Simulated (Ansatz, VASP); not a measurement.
# SiO2 (Cristobalite) in two plane-wave programs, part 3 of 3

One calculation is typed for both programs; each brings its own data sets. How far apart do they land? The cell is taken from a series of runs on this material, whose earlier steps may have relaxed, scaled, displaced or heated it; both programs get it as it stands.

VASP 6.6.1 and Ansatz 0.2.0.

So far: The starting structure; Ansatz: zone-centre phonons, LDA; VASP: zone-centre phonons, LDA.

## Step 3: VASP: zone-centre phonons, LDA (continued)

Level of this step: LDA; plane waves and PAW (O, Si) (VASP).

Numbers of over 12 decimals in the logs are rounded to 6 here.

From OUTCAR (step 3):

```text
ion  position               nearest neighbor table
   1  0.239  0.105  0.180-  10 1.61   9 1.61
   2  0.395  0.739  0.430-  11 1.61  10 1.61
   3  0.761  0.895  0.680-  12 1.61  11 1.61
   4  0.605  0.261  0.930-   9 1.61  12 1.61
   5  0.739  0.395  0.570-  11 1.61  12 1.61
   6  0.895  0.761  0.320-  10 1.61  11 1.61
   7  0.261  0.605  0.070-   9 1.61  10 1.61
   8  0.105  0.239  0.820-  12 1.61   9 1.61
   9  0.300  0.300  0.000-   4 1.61   7 1.61   1 1.61   8 1.61  10 3.08  12 3.08  10 3.08  12 3.08

  LATTYP: Found a simple tetragonal cell.
 ALAT       =     4.9928078230
 C/A-ratio  =     1.3825543066

 Subroutine GETGRP returns: Found  8 space group operations
 (whereof  2 operations were pure point group operations)

The static configuration has the point symmetry C_2 .
 The point group associated with its full space group is D_4 .

 Found     18 irreducible k-points:

   k-points           NKPTS =     18   k-points in BZ     NKDIM =     18   number of bands    NBANDS=     44

   dimension x,y,z NGX =    40 NGY =   40 NGZ =   56
   dimension x,y,z NGXF=    80 NGYF=   80 NGZF=  112

   ENCUT  =  600.0 eV  44.10 Ry    6.64 a.u.   9.97  9.97 13.79*2*pi/ulx,y,z

   NELECT =      64.0000    total number of electrons

 k-points in reciprocal lattice and weights: Automatic mesh
   0.00000000  0.00000000  0.00000000       0.016
   0.25000000  0.00000000  0.00000000       0.062
   0.50000000  0.00000000  0.00000000       0.031
   0.25000000  0.25000000  0.00000000       0.062
   0.50000000  0.25000000  0.00000000       0.062
   0.50000000  0.50000000  0.00000000       0.016
   0.00000000  0.00000000  0.25000000       0.031
   0.25000000  0.00000000  0.25000000       0.125
   0.50000000  0.00000000  0.25000000       0.062
[...]
0.50000000  0.25000000  0.50000000       0.062
   0.50000000  0.50000000  0.50000000       0.016

 average (electrostatic) potential at core
       1 -74.6288       2 -74.6288       3 -74.6288       4 -74.6288       5 -74.6288
       6 -74.6288       7 -74.6288       8 -74.6288       9 -89.2108      10 -89.2108
      11 -89.2108      12 -89.2108

  Total       -0.2885259     -0.2885259      0.1375424      0.0000000      0.0000000      0.0000000
  in kB       -2.6864493     -2.6864493      1.2806502      0.0000000      0.0000000      0.0000000
  external PRESSURE =      -1.3640828 kB  Pullay stress =       0.0000000 kB

  energy-cutoff  :      600.00
  volume of cell :      172.07
      direct lattice vectors                 reciprocal lattice vectors
     4.992807823  0.000000000  0.000000000     0.200288101  0.000000000  0.000000000
     0.000000000  4.992807823  0.000000000     0.000000000  0.200288101  0.000000000
     0.000000000  0.000000000  6.902827958     0.000000000  0.000000000  0.144868162

 POSITION                                       TOTAL-FORCE (eV/Angst)
 -----------------------------------------------------------------------------------
      1.19260      0.52416      1.24187        -0.000564      0.007632      0.004899
[...]
3.020562  1.303802  6.418990     0.252407   -0.053598   -0.191491
      3.689006  1.972246  3.935252    -0.053598    0.252407   -0.191491
      4.468650  3.800206  2.209545    -0.246986   -0.049059    0.170047
      1.303802  3.020562  0.483838    -0.053598    0.252407    0.191491
      0.524158  1.192602  5.660959    -0.246986   -0.049059   -0.170047
      1.499485  1.499485  0.000000    -0.003447   -0.003447   -0.000000
      0.996919  3.995889  1.725707     0.076895    0.076895   -0.311448
      3.493323  3.493323  3.451414    -0.003447   -0.003447    0.000000
      3.995889  0.996919  5.177121     0.076895    0.076895    0.311448

   2 f  =   36.007813 THz   226.243761 2PiTHz 1201.091352 cm-1   148.916281 meV
             X         Y         Z           dx          dy          dz
      1.192602  0.524158  1.241869     0.053598    0.252407   -0.191491
      1.972246  3.689006  2.967576     0.246986   -0.049059    0.170047
      3.800206  4.468650  4.693283     0.053598    0.252407    0.191491
      3.020562  1.303802  6.418990     0.246986   -0.049059   -0.170047
      3.689006  1.972246  3.935252     0.049059   -0.246986    0.170047
      4.468650  3.800206  2.209545    -0.252407   -0.053598    0.191491
      1.303802  3.020562  0.483838     0.049059   -0.246986   -0.170047
      0.524158  1.192602  5.660959    -0.252407   -0.053598   -0.191491
      1.499485  1.499485  0.000000    -0.076895    0.076895    0.311448
      0.996919  3.995889  1.725707     0.003447   -0.003447   -0.000000
      3.493323  3.493323  3.451414    -0.076895    0.076895   -0.311448
      3.995889  0.996919  5.177121     0.003447   -0.003447    0.000000

   3 f  =   33.946361 THz   213.291279 2PiTHz 1132.328731 cm-1   140.390807 meV
             X         Y         Z           dx          dy          dz
      1.192602  0.524158  1.241869     0.065079    0.286869   -0.196084
      1.972246  3.689006  2.967576     0.286869   -0.065079    0.196084
      3.800206  4.468650  4.693283    -0.065079   -0.286869   -0.196084
      3.020562  1.303802  6.418990    -0.286869    0.065079    0.196084
      3.689006  1.972246  3.935252    -0.065079    0.286869   -0.196084
      4.468650  3.800206  2.209545    -0.286869   -0.065079    0.196084
      1.303802  3.020562  0.483838     0.065079   -0.286869   -0.196084
      0.524158  1.192602  5.660959     0.286869    0.065079    0.196084
      1.499485  1.499485  0.000000    -0.004659   -0.004659    0.000000
      0.996919  3.995889  1.725707    -0.004659    0.004659    0.000000
      3.493323  3.493323  3.451414     0.004659    0.004659   -0.000000
      3.995889  0.996919  5.177121     0.004659   -0.004659    0.000000

   4 f  =   32.866260 THz   206.504804 2PiTHz 1096.300438 cm-1   135.923870 meV
             X         Y         Z           dx          dy          dz
      1.192602  0.524158  1.241869    -0.039327   -0.264968    0.150390
      1.972246  3.689006  2.967576     0.264968   -0.039327    0.150390
      3.800206  4.468650  4.693283     0.039327    0.264968    0.150390
      3.020562  1.303802  6.418990    -0.264968    0.039327    0.150390
      3.689006  1.972246  3.935252     0.039327   -0.264968    0.150390
      4.468650  3.800206  2.209545    -0.264968   -0.039327    0.150390
      1.303802  3.020562  0.483838    -0.039327    0.264968    0.150390
      0.524158  1.192602  5.660959     0.264968    0.039327    0.150390
      1.499485  1.499485  0.000000     0.069678   -0.069678   -0.227039
      0.996919  3.995889  1.725707     0.069678    0.069678   -0.227039
      3.493323  3.493323  3.451414    -0.069678    0.069678   -0.227039
      3.995889  0.996919  5.177121    -0.069678   -0.069678   -0.227039

   5 f  =   32.845221 THz   206.372610 2PiTHz 1095.598642 cm-1   135.836858 meV
             X         Y         Z           dx          dy          dz
      1.192602  0.524158  1.241869    -0.054495   -0.242366    0.185545
      1.972246  3.689006  2.967576    -0.242366    0.054495   -0.185545
      3.800206  4.468650  4.693283     0.054495    0.242366    0.185545
      3.020562  1.303802  6.418990     0.242366   -0.054495   -0.185545
      3.689006  1.972246  3.935252    -0.054495    0.242366   -0.185545
      4.468650  3.800206  2.209545    -0.242366   -0.054495    0.185545
      1.303802  3.020562  0.483838     0.054495   -0.242366   -0.185545
      0.524158  1.192602  5.660959     0.242366    0.054495    0.185545
      1.499485  1.499485  0.000000    -0.156985    0.156985   -0.091847
      0.996919  3.995889  1.725707     0.156985    0.156985    0.091847
      3.493323  3.493323  3.451414     0.156985   -0.156985   -0.091847
      3.995889  0.996919  5.177121    -0.156985   -0.156985    0.091847

   6 f  =   32.822196 THz   206.227942 2PiTHz 1094.830623 cm-1   135.741636 meV
             X         Y         Z           dx          dy          dz
      1.192602  0.524158  1.241869    -0.029832   -0.235226    0.187251
      1.972246  3.689006  2.967576    -0.247004    0.075796   -0.181810
      3.800206  4.468650  4.693283    -0.029832   -0.235226   -0.187251
      3.020562  1.303802  6.418990    -0.247004    0.075796    0.181810
      3.689006  1.972246  3.935252     0.072098   -0.219927    0.160344
      4.468650  3.800206  2.209545    -0.260719   -0.037907    0.205932
      1.303802  3.020562  0.483838     0.072098   -0.219927   -0.160344
      0.524158  1.192602  5.660959    -0.260719   -0.037907   -0.205932
      1.499485  1.499485  0.000000     0.182173    0.164740    0.004335
      0.996919  3.995889  1.725707     0.169127    0.150186    0.079401
      3.493323  3.493323  3.451414     0.182173    0.164740   -0.004335
      3.995889  0.996919  5.177121     0.169127    0.150186   -0.079401

   7 f  =   32.822196 THz   206.227942 2PiTHz 1094.830623 cm-1   135.741636 meV
             X         Y         Z           dx          dy          dz
      1.192602  0.524158  1.241869     0.075796    0.247004   -0.181810
      1.972246  3.689006  2.967576    -0.235226    0.029832   -0.187251
      3.800206  4.468650  4.693283     0.075796    0.247004    0.181810
      3.020562  1.303802  6.418990    -0.235226    0.029832    0.187251
      3.689006  1.972246  3.935252    -0.037907    0.260719   -0.205932
      4.468650  3.800206  2.209545    -0.219927   -0.072098    0.160344
      1.303802  3.020562  0.483838    -0.037907    0.260719    0.205932
      0.524158  1.192602  5.660959    -0.219927   -0.072098   -0.160344
      1.499485  1.499485  0.000000     0.150186   -0.169127    0.079401
      0.996919  3.995889  1.725707     0.164740   -0.182173   -0.004335
      3.493323  3.493323  3.451414     0.150186   -0.169127   -0.079401
      3.995889  0.996919  5.177121     0.164740   -0.182173    0.004335

   8 f  =   32.749502 THz   205.771187 2PiTHz 1092.405788 cm-1   135.440995 meV
             X         Y         Z           dx          dy          dz
      1.192602  0.524158  1.241869     0.053725    0.242119   -0.184810
      1.972246  3.689006  2.967576    -0.242119    0.053725   -0.184810
      3.800206  4.468650  4.693283    -0.053725   -0.242119   -0.184810
      3.020562  1.303802  6.418990     0.242119   -0.053725   -0.184810
      3.689006  1.972246  3.935252     0.053725   -0.242119    0.184810
      4.468650  3.800206  2.209545    -0.242119   -0.053725    0.184810
      1.303802  3.020562  0.483838    -0.053725    0.242119    0.184810
      0.524158  1.192602  5.660959     0.242119    0.053725    0.184810
      1.499485  1.499485  0.000000    -0.171282   -0.171282    0.000000
    [... 421 further lines ...]
      3.493323  3.493323  3.451414    -0.215420    0.265314   -0.000704
      3.995889  0.996919  5.177121    -0.215596    0.265457    0.000073

 MACROSCOPIC STATIC DIELECTRIC TENSOR IONIC CONTRIBUTION
 ------------------------------------------------------
           1.840600    -0.000000    -0.000000
          -0.000000     1.840600    -0.000000
          -0.000000    -0.000000     1.622898
 ------------------------------------------------------

 ELASTIC MODULI CONTR FROM IONIC RELAXATION (kBar)
 Direction    XX          YY          ZZ          XY          YZ          ZX
 --------------------------------------------------------------------------------
 XX       -3382.1285   -211.1109  -1275.2814      0.0000      0.0000      0.0000
 YY        -211.1109  -3382.1285  -1275.2814      0.0000      0.0000      0.0000
 ZZ       -1275.2814  -1275.2814  -2478.1396      0.0000      0.0000     -0.0000
 XY          -0.0000      0.0000     -0.0000   -212.7920      0.0000     -0.0000
 YZ           0.0000      0.0000      0.0000      0.0000   -745.1941      0.0000
 ZX           0.0000      0.0000      0.0000     -0.0000     -0.0000   -746.8433
 --------------------------------------------------------------------------------

 PIEZOELECTRIC TENSOR IONIC CONTR  for field in x, y, z        (C/m^2)
          XX          YY          ZZ          XY          YZ          ZX
  --------------------------------------------------------------------------------
  x     0.00000    -0.00000     0.00000     0.00000    -0.01763     0.00000
  y    -0.00000    -0.00000    -0.00000     0.00000     0.00000     0.02011
  z     0.00000     0.00000     0.00000     0.00014     0.00000     0.00000
```

## Step 4: Side by side

Known differences besides the potentials themselves: the two LDA forms differ slightly; fixed occupations in Ansatz, narrow Gaussian smearing in VASP; VASP's response is taken on the typed mesh, Ansatz refines its own for the field response alone; the cutoff is 420 eV in Ansatz and 600 eV in VASP; VASP's log shows a relativistic correction to its local exchange, Ansatz's none. Total energies have different zeros and are not compared.

Both answers:

| quantity | Ansatz | VASP | difference |
| --- | --- | --- | --- |
| ε∞ xx | 2.29 | 2.28 | +0.43 % |
| ε∞ yy | 2.29 | 2.28 | +0.43 % |
| ε∞ zz | 2.28 | 2.27 | +0.41 % |
| Born charge of O1 (mean of the diagonal) (e) | -1.67 | -1.66 | -0.01 |
| Born charge of Si9 (mean of the diagonal) (e) | 3.34 | 3.31 | +0.03 |
| optical mode 1 (cm⁻¹) | 42.3 | 35.7 | +6.6 |
| optical mode 2 (cm⁻¹) | 110.6 | 108.5 | +1.88 % |
| optical mode 3 to 4 (cm⁻¹) | 140.8 | 138.1 | +1.91 % |
| optical mode 5 (cm⁻¹) | 220.3 | 219.9 | +0.19 % |
| optical mode 6 to 7 (cm⁻¹) | 260.6 | 262.0 | -0.52 % |
| optical mode 8 (cm⁻¹) | 270.9 | 272.8 | -0.69 % |
| optical mode 9 (cm⁻¹) | 282.4 | 284.2 | -0.62 % |
| optical mode 10 (cm⁻¹) | 350.3 | 351.5 | -0.32 % |
| optical mode 11 (cm⁻¹) | 361.9 | 361.5 | +0.12 % |
| optical mode 12 to 13 (cm⁻¹) | 366.2 | 367.5 | -0.35 % |
| optical mode 14 (cm⁻¹) | 402.5 | 401.1 | +0.34 % |
| optical mode 15 (cm⁻¹) | 422.5 | 423.3 | -0.21 % |
| optical mode 16 to 17 (cm⁻¹) | 449.2 | 450.5 | -0.28 % |
| optical mode 18 (cm⁻¹) | 471.4 | 473.0 | -0.34 % |
| optical mode 19 to 20 (cm⁻¹) | 604.2 | 606.5 | -0.37 % |
| optical mode 21 (cm⁻¹) | 776.2 | 776.3 | -0.02 % |
| optical mode 22 to 23 (cm⁻¹) | 780.9 | 783.1 | -0.29 % |
| optical mode 24 to 25 (cm⁻¹) | 787.2 | 788.7 | -0.18 % |
| optical mode 26 (cm⁻¹) | 1082.7 | 1092.4 | -0.89 % |
| optical mode 27 to 28 (cm⁻¹) | 1085.1 | 1094.8 | -0.89 % |
| optical mode 29 (cm⁻¹) | 1085.9 | 1095.6 | -0.89 % |

Modes are paired by rising frequency, not by their patterns, so a pair may set unlike modes beside each other; they are those without the splitting of longitudinal modes.

## Step 5: Summary of results

```json
{
 "r.m.s. difference of the optical zone-centre modes, each program's sorted by frequency (zone-centre phonons, LDA)": "4.5 cm⁻¹",
 "difference in optical mode 3 to 4 (zone-centre phonons, LDA)": "+1.9 %"
}
```

What this shows: The r.m.s. difference of the optical zone-centre modes, each program's sorted by frequency is 4.5 cm⁻¹ (zone-centre phonons, LDA). Among the rows given in per cent, the largest difference of the zone-centre phonons, LDA pair is in optical mode 3 to 4, +1.9 %. Such differences can come from data sets, numerical settings and the points named under the comparisons, not from the functional's error against experiment.

[Lines on the potential files, build, host, timing and source positions are cut from VASP's logs without a mark.]

[Logs are printed without paths, hosts, clocks, repeated set-up lines and the standing remarks that a program may print on its own settings, such as how far it seeks lower states.]

[Hosts, paths, dates, database ids (printed as entryN), source tags and the programs' standing remarks are cut or masked in the printed files.]
